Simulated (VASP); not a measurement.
Given:

```
Er
1.0
    1.78000    -3.08305     0.00000
    1.78000     3.08305     0.00000
    0.00000     0.00000     5.59000
Er
2
Cartesian
  1.78000   1.02769   1.39750
  1.78000  -1.02769   4.19250
```

These are revPBE GGA, VASP's PBE PAW potentials (set 64) (plane waves; VASP) values and carry that method's errors. Run with 520 eV cut-off, 11×11×6 Γ-centred mesh, first-order Methfessel-Paxton smearing of 0.10 eV, potentials Er_3.

The 4f electrons are frozen in the core of the lanthanide potential, so 4f levels, which can set the real gap, and their magnetism are missing. Energy and stress use the plane-wave basis of the starting cell.

Question: The ions, cell shape and volume are relaxed. Give the cell that the relaxation ends in.

Answer: 
```
Er
1.0
    1.80732    -3.13037     0.00000
    1.80732     3.13037     0.00000
    0.00000     0.00000     5.61000
Er
2
Direct
  0.33333   0.66667   0.25000
  0.66667   0.33333   0.75000
```
Space group P6_3/mmc (194), at a tolerance of 0.03 Å.

Question: How do energy and volume change from the first to the last step?

Answer: The energy (σ→0) changes by -5.8 meV/atom and the volume by +3.5 %, in 6 ionic steps.

The compound is Er in the hcp structure. This run relaxes it. Symmetry was kept, so distortions that lower it aren't found.
